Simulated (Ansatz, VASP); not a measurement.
## Cross-check of NaPbBr3 between VASP and Ansatz

Aim: how closely do two programs agree when they are given the same cell, functional and k mesh? The cell is generated by rule, not measured, and may not be a known phase. The cell is taken from a series of runs on this material, whose earlier steps may have relaxed, scaled, displaced or heated it; both programs get it as it stands.

Main program and level: Ansatz 0.2.0; plane waves, with VASP 6.6.1 beside it; relaxation of cell and atoms at PBE.

**1. Starting point**

Symmetry: Pm-3m, No. 221, cubic system. The conventional cell has a = 5.956 Å, b = 5.956 Å, c = 5.956 Å, α = 90.00°, β = 90.00°, γ = 90.00°. Nearest to Na lie 12 Br at 4.21 Å. Nearest to Pb lie 6 Br at 2.98 Å. Nearest to Br lie 2 Pb at 2.98 Å. Farther neighbours and most contacts between anions are not listed.

Structure file:

```cif
data_structure
_symmetry_space_group_name_H-M 'P 1'
_symmetry_Int_Tables_number 1
_cell_length_a 5.9560
_cell_length_b 5.9560
_cell_length_c 5.9560
_cell_angle_alpha 90.000
_cell_angle_beta 90.000
_cell_angle_gamma 90.000
_cell_volume 211.28
loop_
_atom_site_label
_atom_site_type_symbol
_atom_site_fract_x
_atom_site_fract_y
_atom_site_fract_z
_atom_site_occupancy
Na1 Na 0.00000 0.00000 0.00000 1
Pb2 Pb 0.50000 0.50000 0.50000 1
Br3 Br 0.00000 0.50000 0.50000 1
Br4 Br 0.50000 0.00000 0.50000 1
Br5 Br 0.50000 0.50000 0.00000 1
```

**2. VASP: relaxation of cell and atoms, PBE, pair 1**

The relaxed volume is the usual yardstick between codes: in a stiff, nearly cubic crystal its relative difference is about their pressure difference at one cell divided by the bulk modulus.

Lines of VASP's logs that name or quote its potential files are left out, and so is its time.

INCAR

```
SYSTEM = NaPbBr3
PREC = Accurate
ENCUT = 500
EDIFF = 1E-07
NELM = 120
ISMEAR = 0
SIGMA = 0.01
LREAL = .FALSE.
ALGO = Normal
GGA = PE
NBANDS = 27
LORBIT = 11
LWAVE = .FALSE.
LCHARG = .FALSE.
ISIF = 3
IBRION = 2
NSW = 80
EDIFFG = -0.005
LASPH = .TRUE.
GGA_COMPAT = .FALSE.
NELMIN = 4
EFERMI = MIDGAP
KPAR = 2
```

POSCAR

```
NaPbBr3
1.0
    5.9560060000      0.0000000000      0.0000000000
    0.0000000000      5.9560060000      0.0000000000
    0.0000000000      0.0000000000      5.9560060000
Na Pb Br
1 1 3
Direct
    0.0000000000      0.0000000000      0.0000000000
    0.5000000000      0.5000000000      0.5000000000
    0.0000000000      0.5000000000      0.5000000000
    0.5000000000      0.0000000000      0.5000000000
    0.5000000000      0.5000000000      0.0000000000
```

KPOINTS

```
Automatic mesh
0
Gamma
4 4 4
0 0 0
```

The projector-augmented-wave data sets are Na_pv, Pb_d and Br (PBE family, release 64).

Launch:

```sh
$ mpirun -np 2 vasp_std
```

Numbers of over 12 decimals in the logs are rounded to 6 here.

What it wrote:

```text
[banner, memory and clock lines left out]
running    2 mpi-ranks, on    1 nodes
 distrk:  each k-point on    1 cores,    2 groups
 distr:  one band on    1 cores,    1 groups

 POSCAR found type information on POSCAR NaPbBr
 POSCAR found :  3 types and       5 ions
 LDA part: xc-table for (Slater+PW92), standard interpolation
 POSCAR, INCAR and KPOINTS ok, starting setup
 FFT: planning ... GRIDC
 FFT: planning ... GRID_SOFT
 FFT: planning ... GRID
 WAVECAR not read
 entering main loop
       N       E                     dE             d eps       ncg     rms          rms(c)
DAV:   1     0.387669232319E+03    0.38767E+03   -0.18011E+04   548   0.134E+03
DAV:   2     0.345991861850E+02   -0.35307E+03   -0.34275E+03   652   0.337E+02
DAV:   3    -0.136216489321E+02   -0.48221E+02   -0.46488E+02   645   0.137E+02
DAV:   4    -0.156080180800E+02   -0.19864E+01   -0.19777E+01   682   0.350E+01
DAV:   5    -0.156682920746E+02   -0.60274E-01   -0.60175E-01   655   0.576E+00    0.419E+00
DAV:   6    -0.148770712353E+02    0.79122E+00   -0.10670E+00   761   0.931E+00    0.230E+00
DAV:   7    -0.147478511399E+02    0.12922E+00   -0.55657E-01   774   0.395E+00    0.111E+00
DAV:   8    -0.147382083226E+02    0.96428E-02   -0.79975E-02   625   0.267E+00    0.320E-01
DAV:   9    -0.147340668643E+02    0.41415E-02   -0.12348E-02   701   0.960E-01    0.214E-01
DAV:  10    -0.147344121888E+02   -0.34532E-03   -0.42525E-03   639   0.415E-01    0.761E-02
DAV:  11    -0.147343268403E+02    0.85349E-04   -0.32971E-04   668   0.200E-01    0.297E-02
DAV:  12    -0.147343441977E+02   -0.17357E-04   -0.96057E-05   761   0.745E-02    0.561E-03
DAV:  13    -0.147343470688E+02   -0.28711E-05   -0.69806E-06   735   0.220E-02    0.301E-03
DAV:  14    -0.147343472784E+02   -0.20955E-06   -0.43922E-07   586   0.449E-03    0.168E-03
DAV:  15    -0.147343474089E+02   -0.13046E-06   -0.12988E-07   479   0.360E-03    0.439E-04
DAV:  16    -0.147343474439E+02   -0.35030E-07   -0.19161E-08   357   0.126E-03
   1 F= -.14734347E+02 E0= -.14734347E+02  d E =-.147343E+02
 curvature:   0.00 expect dE= 0.000E+00 dE for cont linesearch  0.000E+00
 trial: gam= 0.00000 g(F)=  0.000E+00 g(S)=  0.198E-04 ort = 0.000E+00 (trialstep = 0.100E+01)
 search vector abs. value=  0.198E-04
 bond charge predicted
       N       E                     dE             d eps       ncg     rms          rms(c)
DAV:   1    -0.147345464951E+02   -0.19909E-03   -0.51817E-03   734   0.820E-01    0.738E-02
DAV:   2    -0.147343855316E+02    0.16096E-03   -0.29688E-04   715   0.185E-01    0.289E-02
DAV:   3    -0.147343584502E+02    0.27081E-04   -0.11071E-04   713   0.107E-01    0.984E-03
DAV:   4    -0.147343597629E+02   -0.13127E-05   -0.29894E-06   658   0.122E-02    0.349E-03
DAV:   5    -0.147343601291E+02   -0.36621E-06   -0.33261E-07   504   0.555E-03    0.919E-04
DAV:   6    -0.147343601595E+02   -0.30403E-07   -0.49504E-08   399   0.277E-03
   2 F= -.14734360E+02 E0= -.14734360E+02  d E =-.127157E-04
 trial-energy change:   -0.000013  1 .order   -0.000013   -0.000020   -0.000006
 step:   1.4712(harm=  1.4712)  dis= 0.00000  next Energy=   -14.734362 (dE=-0.146E-04)
 reached required accuracy - stopping structural energy minimisation
```

OUTCAR, selected parts (step 2):

```text
ion  position               nearest neighbor table
   1  0.000  0.000  0.000-
   2  0.500  0.500  0.500-   3 2.98   4 2.98   5 2.98   5 2.98   4 2.98   3 2.98
   3  0.000  0.500  0.500-   2 2.98   2 2.98
   4  0.500  0.000  0.500-   2 2.98   2 2.98
   5  0.500  0.500  0.000-   2 2.98   2 2.98

  LATTYP: Found a simple cubic cell.
 ALAT       =     5.9560060000

 Subroutine GETGRP returns: Found 48 space group operations
 (whereof 48 operations were pure point group operations)

The static configuration has the point symmetry O_h .

 Found     10 irreducible k-points:

   k-points           NKPTS =     10   k-points in BZ     NKDIM =     10   number of bands    NBANDS=     27

   dimension x,y,z NGX =    48 NGY =   48 NGZ =   48
   dimension x,y,z NGXF=    96 NGYF=   96 NGZF=   96

   ENCUT  =  500.0 eV  36.75 Ry    6.06 a.u.  10.86 10.86 10.86*2*pi/ulx,y,z

   NELECT =      42.0000    total number of electrons

 k-points in reciprocal lattice and weights: Automatic mesh
   0.00000000  0.00000000  0.00000000       0.016
   0.25000000  0.00000000  0.00000000       0.094
   0.50000000  0.00000000  0.00000000       0.047
   0.25000000  0.25000000  0.00000000       0.188
   0.50000000  0.25000000  0.00000000       0.188
   0.50000000  0.50000000  0.00000000       0.047
   0.25000000  0.25000000  0.25000000       0.125
   0.50000000  0.25000000  0.25000000       0.188
   0.50000000  0.50000000  0.25000000       0.094
   0.50000000  0.50000000  0.50000000       0.016

 average (electrostatic) potential at core
       1 -51.0173       2 -96.8441       3 -64.6319       4 -64.6319       5 -64.6319

 E-fermi :   1.1836

 k-point     1 :       0.0000    0.0000    0.0000
  band No.  band energies     occupation
    ...
     17      -1.5338      2.00000
     18      -1.5338      2.00000
     19      -1.5110      2.00000
     20      -1.5110      2.00000
     21      -1.5110      2.00000
     22       2.0320      0.00000
     23       6.0014      0.00000
     24       6.0014      0.00000
     25       6.2318      0.00000
     26       6.2319      0.00000
    ...

 k-point     2 :       0.2500    0.0000    0.0000
  band No.  band energies     occupation
    ...
     17      -1.6234      2.00000
     18      -1.5797      2.00000
     19      -1.5157      2.00000
     20      -1.5157      2.00000
     21      -1.4823      2.00000
     22       2.4707      0.00000
     23       4.6040      0.00000
     24       5.2306      0.00000
     25       5.8354      0.00000
     26       5.8354      0.00000
    ...

 k-point     3 :       0.5000    0.0000    0.0000
  band No.  band energies     occupation
    ...
     17      -1.7274      2.00000
     18      -1.6241      2.00000
     19      -1.5111      2.00000
     20      -1.5111      2.00000
     21      -0.9647      2.00000
     22       2.9769      0.00000
     23       3.1789      0.00000
     24       4.2772      0.00000
     25       5.7057      0.00000
     26       5.7057      0.00000
    ...

  Total       -0.0083851     -0.0083851     -0.0083851     -0.0000000     -0.0000000     -0.0000000
  in kB       -0.0636329     -0.0636329     -0.0636329     -0.0000000     -0.0000000     -0.0000000
  external PRESSURE =      -0.0636329 kB  Pullay stress =       0.0000000 kB

  energy-cutoff  :      500.00
  volume of cell :      211.12
      direct lattice vectors                 reciprocal lattice vectors
     5.954501489  0.000000000  0.000000000     0.167940171 -0.000000000 -0.000000000
     0.000000000  5.954501489  0.000000000    -0.000000000  0.167940171  0.000000000
     0.000000000 -0.000000000  5.954501489    -0.000000000 -0.000000000  0.167940171

 POSITION                                       TOTAL-FORCE (eV/Angst)
 -----------------------------------------------------------------------------------
      0.00000      0.00000      0.00000        -0.000000      0.000000      0.000000
      2.97725      2.97725      2.97725         0.000000     -0.000000      0.000000
      0.00000      2.97725      2.97725        -0.000000      0.000000      0.000000
      2.97725     -0.00000      2.97725         0.000000      0.000000      0.000000
      2.97725      2.97725      0.00000         0.000000      0.000000      0.000000
 -----------------------------------------------------------------------------------
    total drift:                                0.000000     -0.000000     -0.000000

  FREE ENERGIE OF THE ION-ELECTRON SYSTEM (eV)
  ---------------------------------------------------
  free  energy   TOTEN  =       -14.7343601595 eV

  energy  without entropy=      -14.7343601595  energy(sigma->0) =      -14.73436016

 reached required accuracy - stopping structural energy minimisation

 total charge
# of ion       s       p       d       tot
------------------------------------------
    1        0.007   5.946   0.000   5.953
    2        1.506   0.448   9.850  11.804
    3        1.610   3.248   0.006   4.864
    4        1.610   3.248   0.006   4.864
    5        1.610   3.248   0.006   4.864
--------------------------------------------------
tot          6.344  16.137   9.870  32.350

[... 3 further parts left out ...]
```

CONTCAR:

```
NaPbBr3
   1.00000000000000
     5.9545014889689414    0.0000000000000000    0.0000000000000000
     0.0000000000000000    5.9545014889689414    0.0000000000000000
     0.0000000000000000   -0.0000000000000000    5.9545014889689414
  Na              Pb              Br
     1     1     3
Direct
     0.0000000000000000    0.0000000000000000    0.0000000000000000
     0.5000000000000000    0.5000000000000000    0.5000000000000000
     0.0000000000000000    0.5000000000000000    0.5000000000000000
     0.5000000000000000    0.0000000000000000    0.5000000000000000
     0.5000000000000000    0.5000000000000000    0.0000000000000000
```

**3. Ansatz: relaxation of cell and atoms, PBE, pair 1**

Ansatz runs on its NC files.

The same cell, functional and mesh now go to Ansatz, which takes its cutoff from its data sets.

input.yaml

```yaml
crystal:
  lattice:
    - [5.9560056134, 0.0, 0.0]
    - [0.0, 5.9560056134, 0.0]
    - [0.0, 0.0, 5.9560056134]
  atoms:
    - { symbol: Na, position: [0.0, 0.0, 0.0] }
    - { symbol: Pb, position: [0.5, 0.5, 0.5] }
    - { symbol: Br, position: [0.0, 0.5, 0.5] }
    - { symbol: Br, position: [0.5, 0.0, 0.5] }
    - { symbol: Br, position: [0.5, 0.5, 0.0] }
kpoints:
  mp_grid: { grid: [4, 4, 4] }
hamiltonian:
  xc: pbe
  pseudopotentials: { kind: nc }
scf:
  occupations: { method: fixed }
output:
  forces: true
  stress: true
  eigenvalues: true
relax:
  adjacent_minimum: "off"
  f_tol: 0.001
  max_steps: 60
  cell: { stress_tol: 0.01 }
```

Launch:

```sh
$ ansatz run input.yaml --threads 8 --pin off --max-ram 14336MiB --backend cpu --events-out ev --progress --plain --runs-dir out
```

What it wrote:

```text
Engine: ansatz 0.2.0, aarch64-unknown-linux-gnu
Pseudopotentials: kind: nc
Pseudopotential: Na, nc, valence charge 9, recommended cutoff 1197.300995 eV (normal), Na.nc.azcp
Pseudopotential: Pb, nc, valence charge 14, recommended cutoff 850 eV (normal), Pb.nc.azcp
Pseudopotential: Br, nc, valence charge 7, recommended cutoff 625.861884 eV (normal), Br.nc.azcp
Functional definition: PBE
  parameter kappa = 0.804
  parameter beta = 0.066725
  exchange = pbe_x(kappa = kappa, mu = beta*pi^2/3)
  correlation = pbe_c(beta = beta)
Crystal: 5 atoms, lattice volume = 211.283 Å³
Basis set: ecut = 1197.300995 eV, 19933 PW (Γ), exchange–correlation on 144×144×144 points (8 copies of the dense FFT grid, shifted against one another)
Bands: 27, of which v1, the nominal top of the filled ones, is band 22 counted from 1 (21 counted from 0)
Symmetry: 48 space group operations
Space group: Pm-3m (ITA 221), of the structure as read, at distance tolerance 6.0e-5 Å
k-points: 10 of 64
Non-local potential: Na, projectors of the file, l = 0: 2, l = 1: 2
Non-local potential: Pb, projectors of the file, l = 0: 3, l = 1: 3, l = 2: 2, l = 3: 1
Non-local potential: Br, projectors of the file, l = 0: 2, l = 1: 2, l = 2: 2
Initial density: superposition of atomic densities (chi_scale 0.1, normalization cell, long waves kept (reshape's long-wave potential 0.05 eV rms))
Initial wavefunctions: pseudopotential atomic-orbital guess
Functional: x = pbe(κ = 0.804, μ = 0.219515), c = pbe(β = 0.066725)
SCF iter   1: F=—  HF=-5103.282507 eV  |F-HF|=—  |Δ(HF+E_count)|=         —  Δρ=3.84e-2  dr2=2.06e0  ethr=3.10e-3  ⟨swp⟩=8.3  Hψ=1401  notcnv=0  defer=27
preconditioner: auto → Resta (q_TF=auto, 2.100 Å⁻¹)  ε∞=4.3  [insulator: Δε(μ)=0.731 eV  Ē_g=6.305 eV  n_scr=26 (ndim 8)  ℏωp=11.4 eV  f_vac=0.056  ε∞_Penn≈4.3]
SCF iter   2: F=—  HF=-5102.453045 eV  |F-HF|=—  |Δ(HF+E_count)|=   8.29e-1  Δρ=1.38e-2  dr2=4.54e-1  ethr=3.10e-3  ⟨swp⟩=5.1  Hψ=679  notcnv=0  defer=22
SCF iter   3: F=—  HF=-5102.301508 eV  |F-HF|=—  |Δ(HF+E_count)|=   1.52e-1  Δρ=4.52e-3  dr2=3.66e-2  ethr=1.03e-3  ⟨swp⟩=4.7  Hψ=666  notcnv=0  defer=27
SCF iter   4: F=—  HF=-5102.305445 eV  |F-HF|=—  |Δ(HF+E_count)|=   3.94e-3  Δρ=1.18e-3  dr2=2.81e-3  ethr=8.32e-5  ⟨swp⟩=6.5  Hψ=904  notcnv=0  defer=28
SCF iter   5: F=—  HF=-5102.305428 eV  |F-HF|=—  |Δ(HF+E_count)|=   1.75e-5  Δρ=3.60e-4  dr2=2.60e-4  ethr=6.38e-6  ⟨swp⟩=4.2  Hψ=645  notcnv=0  defer=28
SCF iter   6: F=—  HF=-5102.305791 eV  |F-HF|=—  |Δ(HF+E_count)|=   3.63e-4  Δρ=1.72e-4  dr2=3.38e-5  ethr=5.91e-7  ⟨swp⟩=3.6  Hψ=657  notcnv=0  defer=27
SCF iter   7: F=—  HF=-5102.305666 eV  |F-HF|=—  |Δ(HF+E_count)|=   1.25e-4  Δρ=3.84e-5  dr2=1.65e-6  ethr=7.68e-8  ⟨swp⟩=3.7  Hψ=659  notcnv=0  defer=28
SCF iter   8: F=-5102.305667 eV  HF=-5102.305667 eV  |F-HF|=1.78e-8  |Δ(HF+E_count)|=   6.63e-7  Δρ=5.61e-6  dr2=4.84e-8  ethr=2.27e-10  ⟨swp⟩=22.3  Hψ=3123  notcnv=0
SCF 1 converged in 8 iterations: F = -5102.305667 eV  dr2 = 4.84e-8
relax step   1: F+E_penalty+E_count = -5102.30566669 eV  Δ(F+E_penalty+E_count) = +0.000e0 eV  max|allowed force component| = 3.546e-27 eV/Å  Δτ_max = 0.0000 Å  P = +0.005 GPa  Ω = 211.283 Å³  (8 SCF iters, dr2 threshold 1.00e-7 eV, accepted)
Initial density: handed on by an earlier stage of this run
Initial wavefunctions: pseudopotential atomic-orbital guess (no wavefunctions were taken with the density)
iter 1 solved again at ethr=1.45e-7 eV; its pass at ethr=3.10e-3 eV (dr2=6.39e-5 eV) is discarded
SCF iter   1: F=—  HF=-5102.305994 eV  |F-HF|=—  |Δ(HF+E_count)|=         —  Δρ=5.38e-6  dr2=4.70e-8  ethr=1.45e-7  ⟨swp⟩=7.0  Hψ=2837  notcnv=0  defer=29
preconditioner: auto → Resta (q_TF=auto, 2.100 Å⁻¹)  ε∞=2.5  [insulator: Δε(μ)=1.701 eV  Ē_g=12.338 eV  n_scr=26 (ndim 8)  ℏωp=15.3 eV  f_vac=0.237  ε∞_Penn≈2.5]
SCF iter   2: F=—  HF=-5102.305667 eV  |F-HF|=—  |Δ(HF+E_count)|=   3.28e-4  Δρ=2.74e-6  dr2=1.39e-8  ethr=1.07e-10  ⟨swp⟩=6.0  Hψ=1029  notcnv=0  defer=28
SCF iter   3: F=—  HF=-5102.305667 eV  |F-HF|=—  |Δ(HF+E_count)|=   1.51e-8  Δρ=1.03e-6  dr2=2.48e-9  ethr=3.15e-11  ⟨swp⟩=2.8  Hψ=520  notcnv=0  defer=29
SCF iter   4: F=—  HF=-5102.305667 eV  |F-HF|=—  |Δ(HF+E_count)|=   3.41e-9  Δρ=3.34e-7  dr2=4.34e-10  ethr=5.63e-12  ⟨swp⟩=3.1  Hψ=521  notcnv=0  defer=29
SCF iter   5: F=—  HF=-5102.305667 eV  |F-HF|=—  |Δ(HF+E_count)|=  8.53e-10  Δρ=9.70e-8  dr2=1.00e-11  ethr=1.00e-12  ⟨swp⟩=3.3  Hψ=532  notcnv=0  defer=29
SCF iter   6: F=-5102.305667 eV  HF=-5102.305667 eV  |F-HF|=0.00e0  |Δ(HF+E_count)|=  2.18e-11  Δρ=2.37e-8  dr2=5.62e-13  ethr=1.00e-12  ⟨swp⟩=25.9  Hψ=3043  notcnv=0
SCF 2 converged in 6 iterations: F = -5102.305667 eV  dr2 = 5.62e-13
relax step   2: F+E_penalty+E_count = -5102.30566671 eV  Δ(F+E_penalty+E_count) = -1.462e-8 eV  max|allowed force component| = 5.166e-27 eV/Å  Δτ_max = 0.0000 Å  P = +0.005 GPa  Ω = 211.283 Å³  stress off target by 4.57e-3 GPa  SCF on the basis re-selected at this cell (its energy is not comparable with the rows above)  (6 SCF iters)
basis re-selected at this cell: Δ(F+E_penalty+E_count) = -1.462e-8 eV, ΔP = -0.000 GPa vs the last step (what re-selecting the basis moved, of the pressure what is left beyond the Pulay correction that the steps carried, after the strain that the cell walked since its last selection, with what the two solves' SCF thresholds leave and, on support functions, any second-order correction that the steps lacked; it is no m [...]
SCF converged after 6 iterations
Free energy (F): -5102.305667 eV
Harris-Foulkes:  -5102.305667 eV  (|F-HF|=0.00e0)
Internal energy: -5102.305667 eV  (E = F + TS)
E sigma→0 (E₀):  -5102.305667 eV
Fermi energy:    2.073485 eV
--- Per-component energies (eV) ---
  E_band       = -476.495323
  E_kinetic    = 2084.375735
  E_local      = -4148.020697  (includes V_loc(G=0)·N_el)
  E_nonlocal   = -406.968230
  E_hartree    = 1430.644710
  E_xc         = -1822.410301
  E_vxc        = -867.171549  (∫ρ·V_xc dr)
  E_ewald      = -2239.926884
  E_smearing   = -0.000000  (= −TS)
  E_closure    = 0.000000  (closes the sum)
  Σ components = -5102.305667   (vs F -5102.305667, Δ=0.00e0)
--- Forces (eV/Å), atoms counted from 1 ---
  atom   1  Na    -0.00000000     0.00000000    -0.00000000
  atom   2  Pb     0.00000000    -0.00000000     0.00000000
  atom   3  Br     0.00000000     0.00000000     0.00000000
  atom   4  Br     0.00000000    -0.00000000    -0.00000000
  atom   5  Br     0.00000000    -0.00000000     0.00000000
  max |Σ_I F_I| component: 6.48e-27 eV/Å
--- Stress (GPa, compression-positive) ---
        0.004565       0.000000       0.000000
        0.000000       0.004565       0.000000
        0.000000       0.000000       0.004565
  P = ⅓ Tr σ = 0.0046 GPa (0.046 kbar)
--- Band table (eV; the first three rows and the last of 10) ---
  k-point 0: bands = [... 18 lower, 0.2112, 0.2325, 0.2325, 0.2325, 3.7747, 7.7451, 7.7451, 7.9718, ... 1 higher]
  k-point 1: bands = [... 18 lower, 0.1654, 0.2284, 0.2284, 0.2599, 4.2132, 6.3468, 6.9730, 7.5764, ... 1 higher]
  k-point 2: bands = [... 18 lower, 0.1211, 0.2331, 0.2331, 0.7734, 4.7225, 4.9213, 6.0191, 7.4460, ... 1 higher]
  k-point 9: bands = [... 18 lower, 0.6541, 0.6541, 0.6541, 2.0735, 3.8164, 3.8164, 3.8164, 4.5138, ... 1 higher]
--- Relaxed structure (1 steps of the walk, 1 accepted, 1 SCFs on fresh bases) ---
  F+E_penalty+E_count = -5102.30566671 eV   max|allowed force component| = 5.166e-27 eV/Å   (the final SCF, on the basis selected at the relaxed cell)
  cell:  # Å, volume = 211.2834 Å³
    - [5.9560056134, 0.0, 0.0]
    - [0.0, 5.9560056134, 0.0]
    - [0.0, 0.0, 5.9560056134]
  atoms:
    - { symbol: Na, position: [0.0, 0.0, 0.0] }
    - { symbol: Pb, position: [0.5, 0.5, 0.5] }
    - { symbol: Br, position: [0.0, 0.5, 0.5] }
    - { symbol: Br, position: [0.5, 0.0, 0.5] }
    - { symbol: Br, position: [0.5, 0.5, 0.0] }
```

**4. Differences**

Known differences besides the potentials themselves: fixed occupations in Ansatz, narrow Gaussian smearing in VASP; the data sets hold 44 valence electrons in Ansatz (on its NC files) and 42 in VASP; the cutoff is 1197.3 eV in Ansatz and 500 eV in VASP; Ansatz adds a Pulay correction to the stress that steers its cell, VASP none. Total energies have different zeros and are not compared.

Both answers:

| quantity | Ansatz | VASP | difference |
| --- | --- | --- | --- |
| volume (Å³) | 211.28 | 211.12 | +0.08 % |
| edge a after relaxation, in the typed setting (Å) | 5.956 | 5.955 | +0.03 % |

(Part 1 of 2 ends here.)

[Lines on the potential files, build, host, timing and source positions are cut from VASP's logs without a mark.]

[Logs are printed without paths, hosts, clocks, repeated set-up lines and the standing remarks that a program may print on its own settings, such as how far it seeks lower states.]

[Hosts, paths, dates, database ids (printed as entryN), source tags and the programs' standing remarks are cut or masked in the printed files.]
